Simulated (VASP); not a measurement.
# How SCF solver and smearing change a VASP run on TaN, part 2 of 3

How sensitive are energy and pressure of TaN to the SCF solver and smearing? The series runs use LDA. The start is a computed cell from the Materials Project.

VASP 6.6.1; LDA; plane waves and PAW (Ta_pv, N).

Still holding for the runs below: The k-mesh is coarse for a metal.

So far. Step 5 (SCF solver: ALGO = All): Against the first of the series the energy stays within 0.01 meV an atom and the pressure within 0.01 GPa, after 16 cycles in 3.4 s. Step 6 (SCF solver: ALGO = Damped): Against the first of the series the energy stays within 0.01 meV an atom; the pressure moves by +0.04 GPa, after 24 cycles in 3.8 s.

**7. SCF solver: AMIX = 0.1, BMIX = 0.01**

INCAR reads:

```
SYSTEM = TaN
PREC = Accurate
ENCUT = 520
EDIFF = 1E-06
NELM = 100
ISMEAR = -1
SIGMA = 0.05
LREAL = .FALSE.
ALGO = Normal
GGA = CA
NBANDS = 14
LORBIT = 11
LWAVE = .FALSE.
LCHARG = .FALSE.
KPAR = 2
ISIF = 2
AMIX = 0.1
BMIX = 0.01
```

POSCAR reads:

```
TaN
1.0
    0.0000000000      2.2113230000      2.2113230000
    2.2113230000      0.0000000000      2.2113230000
    2.2113230000      2.2113230000      0.0000000000
Ta N
1 1
Direct
    0.5000000000      0.5000000000      0.5000000000
    0.0000000000      0.0000000000      0.0000000000
```

KPOINTS reads:

```
Automatic mesh
0
Gamma
8 8 8
0 0 0
```

PAW data sets: Ta_pv and N (PBE family, release 64).

Started as:

```bash
$ mpirun -np 2 vasp_std
```

What it wrote:

```text
[... set-up lines as in an earlier step ...]
 entering main loop
       N       E                     dE             d eps       ncg     rms          rms(c)
[... 5 cycles as in an earlier step ...]
DAV:   6    -0.254882304960E+02    0.15169E+01   -0.51708E-01   916   0.804E+00    0.198E+01
DAV:   7    -0.241872683941E+02    0.13010E+01   -0.29050E+00   956   0.186E+01    0.101E+01
DAV:   8    -0.241808818172E+02    0.63866E-02   -0.47043E-01   980   0.656E+00    0.606E+00
DAV:   9    -0.240960875968E+02    0.84794E-01   -0.13817E-01   992   0.461E+00    0.328E-01
[...]
DAV:  13    -0.240926010415E+02   -0.31099E-05   -0.36614E-05   938   0.598E-02    0.397E-02
DAV:  14    -0.240925775714E+02    0.23470E-04   -0.44241E-05  1006   0.707E-02    0.662E-03
DAV:  15    -0.240925776546E+02   -0.83264E-07   -0.33466E-06   884   0.163E-02
   1 F= -.24092578E+02 E0= -.24088984E+02  d E =-.718722E-02
```

Elapsed: 3.4 s, on 2 MPI ranks of AMD EPYC 9R45, shared host; peak memory 0.21 GiB.

Parts of OUTCAR (step 7):

```text
  Total       -1.9697655     -1.9697655     -1.9697655      0.0000000      0.0000000      0.0000000
  in kB     -145.9279759   -145.9279759   -145.9279759      0.0000000      0.0000000      0.0000000
  external PRESSURE =    -145.9279759 kB  Pullay stress =       0.0000000 kB

 POSITION                                       TOTAL-FORCE (eV/Angst)
 -----------------------------------------------------------------------------------
      2.21132      2.21132      2.21132        -0.000000      0.000000     -0.000000
      0.00000      0.00000      0.00000         0.000000      0.000000      0.000000
 -----------------------------------------------------------------------------------
    total drift:                                0.000000     -0.000000     -0.000000

  FREE ENERGIE OF THE ION-ELECTRON SYSTEM (eV)
  ---------------------------------------------------
  free  energy   TOTEN  =       -24.0925776546 eV

  energy  without entropy=      -24.0853904359  energy(sigma->0) =      -24.08898405

[... 2 parts as in an earlier step ...]

[... 1 further part left out ...]
[key lines of the parts left out:]
E-fermi :   9.0567
```

Against the first of the series the energy stays within 0.01 meV an atom; the pressure moves by +0.01 GPa, after 15 cycles in 3.4 s.

**8. SCF solver: AMIX = 0.8**

Changes to INCAR since step 7:

```diff
@@ -16,3 +16,2 @@
 ISIF = 2
-AMIX = 0.1
-BMIX = 0.01
+AMIX = 0.8
```

POSCAR is that of step 7.

KPOINTS is that of step 7.

Started as:

```bash
$ mpirun -np 2 vasp_std
```

What it wrote:

```text
[... set-up lines as in an earlier step ...]
 entering main loop
       N       E                     dE             d eps       ncg     rms          rms(c)
[... 5 cycles as in an earlier step ...]
DAV:   6    -0.290203596895E+02   -0.20152E+01   -0.26602E+01   920   0.557E+01    0.142E+01
DAV:   7    -0.241493382624E+02    0.48710E+01   -0.10894E+01   974   0.322E+01    0.716E+00
DAV:   8    -0.240940685735E+02    0.55270E-01   -0.81731E-01   896   0.813E+00    0.114E+00
DAV:   9    -0.240937642752E+02    0.30430E-03   -0.18530E-02  1010   0.129E+00    0.702E-01
DAV:  10    -0.240926564648E+02    0.11078E-02   -0.14693E-03   956   0.416E-01    0.257E-01
DAV:  11    -0.240925975035E+02    0.58961E-04   -0.33306E-04  1034   0.170E-01    0.103E-01
DAV:  12    -0.240925807485E+02    0.16755E-04   -0.18659E-05   968   0.465E-02    0.529E-02
DAV:  13    -0.240925781415E+02    0.26070E-05   -0.18751E-05  1058   0.438E-02    0.147E-02
DAV:  14    -0.240925776162E+02    0.52531E-06   -0.13671E-06   780   0.122E-02
   1 F= -.24092578E+02 E0= -.24088984E+02  d E =-.718813E-02
```

The job ended after 3.2 s (2 MPI ranks; peak memory 0.2 GiB).

OUTCAR, selected parts (step 8):

```text
  Total       -1.9697408     -1.9697408     -1.9697408      0.0000000      0.0000000      0.0000000
  in kB     -145.9261452   -145.9261452   -145.9261452      0.0000000      0.0000000      0.0000000
  external PRESSURE =    -145.9261452 kB  Pullay stress =       0.0000000 kB

 POSITION                                       TOTAL-FORCE (eV/Angst)
 -----------------------------------------------------------------------------------
      2.21132      2.21132      2.21132        -0.000000      0.000000      0.000000
      0.00000      0.00000      0.00000         0.000000      0.000000     -0.000000
 -----------------------------------------------------------------------------------
    total drift:                                0.000000     -0.000000     -0.000000

  FREE ENERGIE OF THE ION-ELECTRON SYSTEM (eV)
  ---------------------------------------------------
  free  energy   TOTEN  =       -24.0925776162 eV

  energy  without entropy=      -24.0853894826  energy(sigma->0) =      -24.08898355

[... 2 parts as in an earlier step ...]

[... 1 further part left out ...]
[key lines of the parts left out:]
E-fermi :   9.0567
```

Against the first of the series the energy stays within 0.01 meV an atom; the pressure moves by +0.02 GPa, after 14 cycles in 3.2 s.

**9. SCF solver: IMIX = 1, AMIX = 0.2**

Changes to INCAR since step 8:

```diff
@@ -16,2 +16,3 @@
 ISIF = 2
-AMIX = 0.8
+IMIX = 1
+AMIX = 0.2
```

POSCAR is that of step 8.

KPOINTS is that of step 8.

Started as:

```bash
$ mpirun -np 2 vasp_std
```

What it wrote:

```text
[... set-up lines as in an earlier step ...]
 entering main loop
       N       E                     dE             d eps       ncg     rms          rms(c)
[... 5 cycles as in an earlier step ...]
DAV:   6    -0.247530910965E+02    0.22521E+01   -0.15831E+00   914   0.139E+01    0.165E+01
DAV:   7    -0.243012764642E+02    0.45181E+00   -0.48946E-01  1046   0.695E+00    0.124E+01
DAV:   8    -0.241875598859E+02    0.11372E+00   -0.67658E-02  1024   0.290E+00    0.943E+00
DAV:   9    -0.241443995745E+02    0.43160E-01   -0.14669E-02  1022   0.137E+00    0.726E+00
[...]
DAV:  29    -0.240925804865E+02    0.17437E-05   -0.12591E-07   424   0.323E-03    0.538E-02
DAV:  30    -0.240925793991E+02    0.10874E-05   -0.78070E-08   436   0.255E-03    0.425E-02
DAV:  31    -0.240925787201E+02    0.67904E-06   -0.47549E-08   406   0.204E-03
   1 F= -.24092579E+02 E0= -.24088985E+02  d E =-.718694E-02
```

Elapsed: 5.4 s, on 2 MPI ranks; peak memory 0.2 GiB; 10 s of CPU time.

Parts of OUTCAR (step 9):

```text
  Total       -1.9696954     -1.9696954     -1.9696954      0.0000000     -0.0000000      0.0000000
  in kB     -145.9227836   -145.9227836   -145.9227836      0.0000000     -0.0000000      0.0000000
  external PRESSURE =    -145.9227836 kB  Pullay stress =       0.0000000 kB

 POSITION                                       TOTAL-FORCE (eV/Angst)
 -----------------------------------------------------------------------------------
      2.21132      2.21132      2.21132         0.000000     -0.000000      0.000000
      0.00000      0.00000      0.00000        -0.000000      0.000000     -0.000000
 -----------------------------------------------------------------------------------
    total drift:                                0.000000     -0.000000     -0.000000

  FREE ENERGIE OF THE ION-ELECTRON SYSTEM (eV)
  ---------------------------------------------------
  free  energy   TOTEN  =       -24.0925787201 eV

  energy  without entropy=      -24.0853917807  energy(sigma->0) =      -24.08898525

[... 2 parts as in an earlier step ...]

[... 1 further part left out ...]
[key lines of the parts left out:]
E-fermi :   9.0569
```

Against the first of the series the energy stays within 0.01 meV an atom; the pressure moves by +0.02 GPa, after 31 cycles in 5.4 s.

**10. The SCF solver series as a table**

This step: convergence of LDA results with the solver; plane waves and PAW (VASP 6.6.1).

No new run; the numbers come from the runs before.

Differences are taken from the run with ALGO = Normal. Results of the series, by row:

| setting | status | energy less the reference (meV/atom) | pressure (GPa) | SCF cycles | wall time (s) |
| --- | --- | --- | --- | --- | --- |
| ALGO = Normal | converged | 0 | -14.61 | 12 | 2.8 |
| ALGO = Fast | converged | 6.05e-4 | -14.63 | 14 | 3.4 |
| ALGO = VeryFast | converged | 2.40e-4 | -14.64 | 19 | 4.2 |
| ALGO = All | converged | -1.00e-4 | -14.61 | 16 | 3.4 |
| ALGO = Damped | converged | 3.35e-4 | -14.57 | 24 | 3.8 |
| AMIX = 0.1, BMIX = 0.01 | converged | -1.60e-4 | -14.59 | 15 | 3.4 |
| AMIX = 0.8 | converged | 9.00e-5 | -14.59 | 14 | 3.2 |
| IMIX = 1, AMIX = 0.2 | converged | -7.60e-4 | -14.59 | 31 | 5.4 |

**11. Smearing: ISMEAR = -1, SIGMA = 0.01**

This step: LDA; plane waves and PAW (Ta_pv, N) (VASP 6.6.1).

Smearing steadies the sum over the Fermi surface at the price of an entropy term.

Changes to INCAR since step 9:

```diff
@@ -6,3 +6,3 @@
 ISMEAR = -1
-SIGMA = 0.05
+SIGMA = 0.01
 LREAL = .FALSE.
@@ -16,3 +16 @@
 ISIF = 2
-IMIX = 1
-AMIX = 0.2
```

POSCAR is that of step 9.

KPOINTS is that of step 9.

Started as:

```bash
$ mpirun -np 2 vasp_std
```

What it wrote:

```text
[... set-up lines as in an earlier step ...]
 entering main loop
       N       E                     dE             d eps       ncg     rms          rms(c)
DAV:   1     0.879107585923E+02    0.87911E+02   -0.87623E+03   820   0.120E+03
DAV:   2    -0.241083227949E+02   -0.11202E+03   -0.10498E+03  1016   0.315E+02
DAV:   3    -0.269844741296E+02   -0.28762E+01   -0.28401E+01   908   0.470E+01
DAV:   4    -0.269982999844E+02   -0.13826E-01   -0.13814E-01   956   0.341E+00
DAV:   5    -0.269984012229E+02   -0.10124E-03   -0.10124E-03   926   0.259E-01    0.237E+01
DAV:   6    -0.242583791993E+02    0.27400E+01   -0.65858E+00   914   0.277E+01    0.988E+00
DAV:   7    -0.241340838478E+02    0.12430E+00   -0.41744E-01  1028   0.610E+00    0.685E+00
DAV:   8    -0.240946729497E+02    0.39411E-01   -0.17265E-01   974   0.369E+00    0.142E+00
DAV:   9    -0.240895028205E+02    0.51701E-02   -0.16417E-02   914   0.110E+00    0.377E-01
DAV:  10    -0.240892819135E+02    0.22091E-03   -0.65917E-04  1070   0.306E-01    0.119E-01
DAV:  11    -0.240892400699E+02    0.41844E-04   -0.80808E-05   962   0.879E-02    0.135E-02
DAV:  12    -0.240892400453E+02    0.24568E-07   -0.36706E-06   950   0.176E-02
   1 F= -.24089240E+02 E0= -.24088966E+02  d E =-.548197E-03
```

It took 2.6 s on 2 MPI ranks; peak memory 0.2 GiB; 4.3 s of CPU time.

Parts of OUTCAR (step 11):

```text
   NELECT =      16.0000    total number of electrons

 E-fermi :   9.0052

 k-point     1 :       0.0000    0.0000    0.0000
  band No.  band energies     occupation
    ...
      8       6.9175      2.00000
      9       6.9175      2.00000
     10       6.9175      2.00000
     11       9.0035      1.08067
     12       9.0035      1.08067
     13      10.5803      0.00000
     14      18.5073      0.00000

  Total       -1.9769591     -1.9769591     -1.9769591      0.0000000      0.0000000      0.0000000
  in kB     -146.4609045   -146.4609045   -146.4609045      0.0000000      0.0000000      0.0000000
  external PRESSURE =    -146.4609045 kB  Pullay stress =       0.0000000 kB

 POSITION                                       TOTAL-FORCE (eV/Angst)
 -----------------------------------------------------------------------------------
      2.21132      2.21132      2.21132        -0.000000     -0.000000     -0.000000
      0.00000      0.00000      0.00000         0.000000      0.000000      0.000000
 -----------------------------------------------------------------------------------
    total drift:                                0.000000     -0.000000     -0.000000

  FREE ENERGIE OF THE ION-ELECTRON SYSTEM (eV)
  ---------------------------------------------------
  free  energy   TOTEN  =       -24.0892400453 eV

  energy  without entropy=      -24.0886918478  energy(sigma->0) =      -24.08896595

[... 8 parts as in an earlier step ...]

[... 9 further parts left out ...]
```

Numbers from this step:

| Property | Result |
| --- | --- |
| SCF cycles | 12 |
| Fermi energy | 9.005 eV |
| pressure | -14.65 GPa |

The series starts at -12.0445 eV an atom and -14.65 GPa, after 12 cycles in 2.6 s. The entropy term T·S comes to 0.27 meV an atom in size.

**12. Smearing: ISMEAR = -1, SIGMA = 0.05**

Changes to INCAR since step 11:

```diff
@@ -6,3 +6,3 @@
 ISMEAR = -1
-SIGMA = 0.01
+SIGMA = 0.05
 LREAL = .FALSE.
```

POSCAR is that of step 11.

KPOINTS is that of step 11.

Started as:

```bash
$ mpirun -np 2 vasp_std
```

What it wrote:

```text
[... set-up lines as in an earlier step ...]
 entering main loop
       N       E                     dE             d eps       ncg     rms          rms(c)
[... 12 cycles as in an earlier step ...]
   1 F= -.24092578E+02 E0= -.24088984E+02  d E =-.718775E-02
```

Elapsed: 2.8 s, on 2 MPI ranks; peak memory 0.2 GiB; 4.6 s of CPU time.

Parts of OUTCAR (step 12):

```text
[... 6 parts as in an earlier step ...]

[... 1 further part left out ...]
[key lines of the parts left out:]
E-fermi :   9.0567
```

Against the run before the energy at zero width moves by -0.01 meV an atom and the pressure by +0.04 GPa, after 12 cycles in 2.8 s. The entropy term T·S comes to 3.59 meV an atom in size.

**13. Smearing: ISMEAR = -1, SIGMA = 0.1**

Changes to INCAR since step 12:

```diff
@@ -6,3 +6,3 @@
 ISMEAR = -1
-SIGMA = 0.05
+SIGMA = 0.1
 LREAL = .FALSE.
```

POSCAR is that of step 12.

KPOINTS is that of step 12.

Started as:

```bash
$ mpirun -np 2 vasp_std
```

What it wrote:

```text
[... set-up lines as in an earlier step ...]
 entering main loop
       N       E                     dE             d eps       ncg     rms          rms(c)
DAV:   1     0.878863981949E+02    0.87886E+02   -0.87623E+03   820   0.120E+03
DAV:   2    -0.241305124034E+02   -0.11202E+03   -0.10511E+03  1016   0.315E+02
DAV:   3    -0.270055885272E+02   -0.28751E+01   -0.28451E+01   908   0.471E+01
DAV:   4    -0.270199570702E+02   -0.14369E-01   -0.14337E-01   956   0.343E+00
[...]
DAV:  10    -0.241053489927E+02    0.20702E-03   -0.51251E-04  1076   0.273E-01    0.119E-01
DAV:  11    -0.241053185824E+02    0.30410E-04   -0.65332E-05   926   0.743E-02    0.172E-02
DAV:  12    -0.241053182858E+02    0.29664E-06   -0.30845E-06   974   0.165E-02
   1 F= -.24105318E+02 E0= -.24087607E+02  d E =-.354217E-01
```

Wall time 3.2 s (2 MPI ranks); peak memory 0.2 GiB.

OUTCAR, selected parts (step 13):

```text
  Total       -1.9475525     -1.9475525     -1.9475525      0.0000000      0.0000000      0.0000000
  in kB     -144.2823476   -144.2823476   -144.2823476      0.0000000      0.0000000      0.0000000
  external PRESSURE =    -144.2823476 kB  Pullay stress =       0.0000000 kB

  FREE ENERGIE OF THE ION-ELECTRON SYSTEM (eV)
  ---------------------------------------------------
  free  energy   TOTEN  =       -24.1053182858 eV

  energy  without entropy=      -24.0698966195  energy(sigma->0) =      -24.08760745

[... 3 parts as in an earlier step ...]

[... 1 further part left out ...]
[key lines of the parts left out:]
E-fermi :   9.0488
```

Against the run before the energy at zero width moves by +0.69 meV an atom and the pressure by +0.18 GPa, after 12 cycles in 3.2 s. The entropy term T·S comes to 17.71 meV an atom in size.

**14. Smearing: ISMEAR = -1, SIGMA = 0.2**

Changes to INCAR since step 13:

```diff
@@ -6,3 +6,3 @@
 ISMEAR = -1
-SIGMA = 0.1
+SIGMA = 0.2
 LREAL = .FALSE.
```

POSCAR is that of step 13.

KPOINTS is that of step 13.

Started as:

```bash
$ mpirun -np 2 vasp_std
```

What it wrote:

```text
[... set-up lines as in an earlier step ...]
 entering main loop
       N       E                     dE             d eps       ncg     rms          rms(c)
DAV:   1     0.878410961031E+02    0.87841E+02   -0.87623E+03   820   0.120E+03
DAV:   2    -0.241750907706E+02   -0.11202E+03   -0.10514E+03  1016   0.315E+02
DAV:   3    -0.270525528226E+02   -0.28775E+01   -0.28453E+01   908   0.471E+01
DAV:   4    -0.270669687946E+02   -0.14416E-01   -0.14396E-01   956   0.344E+00
[...]
DAV:  10    -0.241558805506E+02    0.20002E-03   -0.47570E-04  1076   0.264E-01    0.119E-01
DAV:  11    -0.241558515700E+02    0.28981E-04   -0.62356E-05   920   0.727E-02    0.168E-02
DAV:  12    -0.241558513157E+02    0.25424E-06   -0.29585E-06   986   0.161E-02
   1 F= -.24155851E+02 E0= -.24091790E+02  d E =-.128123E+00
```

It took 3.2 s on 2 MPI ranks; peak memory 0.21 GiB.

Parts of OUTCAR (step 14):

```text
  Total       -1.8847848     -1.8847848     -1.8847848      0.0000000      0.0000000      0.0000000
  in kB     -139.6322732   -139.6322732   -139.6322732      0.0000000      0.0000000      0.0000000
  external PRESSURE =    -139.6322732 kB  Pullay stress =       0.0000000 kB

  FREE ENERGIE OF THE ION-ELECTRON SYSTEM (eV)
  ---------------------------------------------------
  free  energy   TOTEN  =       -24.1558513157 eV

  energy  without entropy=      -24.0277284687  energy(sigma->0) =      -24.09178989

[... 3 parts as in an earlier step ...]

[... 1 further part left out ...]
[key lines of the parts left out:]
E-fermi :   9.0157
```

Against the run before the energy at zero width moves by -2.09 meV an atom and the pressure by +0.47 GPa, after 12 cycles in 3.2 s. The entropy term T·S comes to 64.06 meV an atom in size.

**15. Smearing: ISMEAR = -1, SIGMA = 0.5**

Changes to INCAR since step 14:

```diff
@@ -6,3 +6,3 @@
 ISMEAR = -1
-SIGMA = 0.2
+SIGMA = 0.5
 LREAL = .FALSE.
```

POSCAR is that of step 14.

KPOINTS is that of step 14.

Started as:

```bash
$ mpirun -np 2 vasp_std
```

What it wrote:

```text
[... set-up lines as in an earlier step ...]
 entering main loop
       N       E                     dE             d eps       ncg     rms          rms(c)
DAV:   1     0.875970396127E+02    0.87597E+02   -0.87623E+03   820   0.120E+03
DAV:   2    -0.244394115131E+02   -0.11204E+03   -0.10534E+03  1016   0.315E+02
DAV:   3    -0.273336265479E+02   -0.28942E+01   -0.28601E+01   908   0.471E+01
DAV:   4    -0.273483157658E+02   -0.14689E-01   -0.14677E-01   956   0.345E+00
[...]
DAV:  10    -0.244672601719E+02    0.17715E-03   -0.42377E-04  1076   0.252E-01    0.120E-01
DAV:  11    -0.244672342052E+02    0.25967E-04   -0.57701E-05   938   0.688E-02    0.178E-02
DAV:  12    -0.244672339442E+02    0.26093E-06   -0.28253E-06   956   0.158E-02
   1 F= -.24467234E+02 E0= -.24101830E+02  d E =-.730808E+00
```

It took 3 s on 2 MPI ranks; peak memory 0.2 GiB; 4.9 s of CPU time.

From OUTCAR (step 15):

```text
  Total       -1.4585166     -1.4585166     -1.4585166     -0.0000000      0.0000000      0.0000000
  in kB     -108.0526462   -108.0526462   -108.0526462     -0.0000000      0.0000000      0.0000000
  external PRESSURE =    -108.0526462 kB  Pullay stress =       0.0000000 kB

 POSITION                                       TOTAL-FORCE (eV/Angst)
 -----------------------------------------------------------------------------------
      2.21132      2.21132      2.21132         0.000000      0.000000     -0.000000
      0.00000      0.00000      0.00000        -0.000000     -0.000000      0.000000
 -----------------------------------------------------------------------------------
    total drift:                                0.000000     -0.000000     -0.000000

  FREE ENERGIE OF THE ION-ELECTRON SYSTEM (eV)
  ---------------------------------------------------
  free  energy   TOTEN  =       -24.4672339442 eV

  energy  without entropy=      -23.7364260515  energy(sigma->0) =      -24.10183000

[... 2 parts as in an earlier step ...]

[... 1 further part left out ...]
[key lines of the parts left out:]
E-fermi :   8.9002
```

Against the run before the energy at zero width moves by -5.02 meV an atom and the pressure by +3.16 GPa, after 12 cycles in 3 s. The entropy term T·S comes to 365.40 meV an atom in size.

(Part 2 of 3 ends here.)

[Lines on the potential files, build, host, timing and source positions are cut from VASP's logs without a mark.]

[Logs are printed without paths, hosts, clocks, repeated set-up lines and the standing remarks that a program may print on its own settings, such as how far it seeks lower states.]

[Hosts, paths, dates, database ids (printed as entryN), source tags and the programs' standing remarks are cut or masked in the printed files.]

[A measured line is paired with the nearest computed mode of its activity, which favours agreement.]
